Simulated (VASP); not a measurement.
Method: PBE GGA with spin-orbit coupling, VASP's PBE PAW potentials (set 64) (plane waves; VASP).

A VASP calculation is set up with these files.

KPOINTS:
```
kpoints
0
G
5 5 5
```

File POSCAR:
```
Mg2Au
1
    0.0000000000     4.1417540000     4.1417540000
    4.1417540000     0.0000000000     4.1417540000
    4.1417540000     4.1417540000     0.0000000000
Mg Au
4 2
Direct
  0.1250000000   0.1250000000   0.1250000000
  0.6250000000   0.1250000000   0.1250000000
  0.1250000000   0.6250000000   0.1250000000
  0.1250000000   0.1250000000   0.6250000000
  0.7500000000   0.7500000000   0.7500000000
  0.5000000000   0.5000000000   0.5000000000
```

INCAR:
```
SYSTEM = Mg2Au
PREC = Accurate
ENCUT = 300
EDIFF = 1E-6
NELM = 100
ALGO = Normal
LREAL = .FALSE.
LASPH = .TRUE.
ISMEAR = 0
SIGMA = 0.2
GGA = PE
LMAXMIX = 6
LWAVE = .FALSE.
LCHARG = .FALSE.
ISIF = 2
LSORBIT = .TRUE.
LNONCOLLINEAR = .TRUE.
MAGMOM = 0.0 0.0 0.0 0.0 0.0 0.0 0.0 0.0 0.0 0.0 0.0 0.0 0.0 0.0 0.0 0.0 0.0 0.0
GGA_COMPAT = .FALSE.
LORBIT = 11
```

POTCAR, in this order: Mg Au (PBE.64 set). Program: vasp_ncl.

At this cut-off the stress carries a Pulay error, which pulls relaxed volumes low.

Q: Estimate the energy per atom (σ→0), pressure, band gap (on the k-mesh).

A: 
The energy per atom (σ→0) comes out as -2.100 eV/atom and the band gap (on the k-mesh) is none (metal, semimetal or under 0.01 eV). The pressure is -6.46 GPa.

File OSZICAR:
```
...
DAV:   9    -0.126354620426E+02    0.22802E-02   -0.46634E-03   906   0.538E-01    0.208E-01
DAV:  10    -0.126349306050E+02    0.53144E-03   -0.29210E-03   840   0.416E-01    0.137E-01
DAV:  11    -0.126348728900E+02    0.57715E-04   -0.60197E-04   868   0.208E-01    0.211E-02
DAV:  12    -0.126348730358E+02   -0.14579E-06   -0.30372E-05   848   0.444E-02    0.103E-02
DAV:  13    -0.126348745774E+02   -0.15417E-05   -0.41396E-06   868   0.141E-02    0.647E-03
DAV:  14    -0.126348734093E+02    0.11681E-05   -0.56851E-06   814   0.187E-02    0.611E-04
DAV:  15    -0.126348734475E+02   -0.38206E-07   -0.31443E-07   434   0.317E-03
   1 F= -.12634873E+02 E0= -.12599141E+02  d E =-.714657E-01  mag=     0.0000    -0.0000     0.0000
```

The structure was generated: Mg2Au was put into an ordered model structure, which need not be its known phase. The cell was not relaxed at this level. The run is one of a series of settings (GGA_COMPAT = .FALSE., LNONCOLLINEAR = .TRUE., LSORBIT = .TRUE., MAGMOM = 0.0 0.0 0.0 0.0 0.0 0.0 0.0 0.0 0.0 0.0 0.0 0.0 0.0 0.0 0.0 0.0 0.0 0.0, program vasp_ncl against the base run), some of them coarse on purpose.
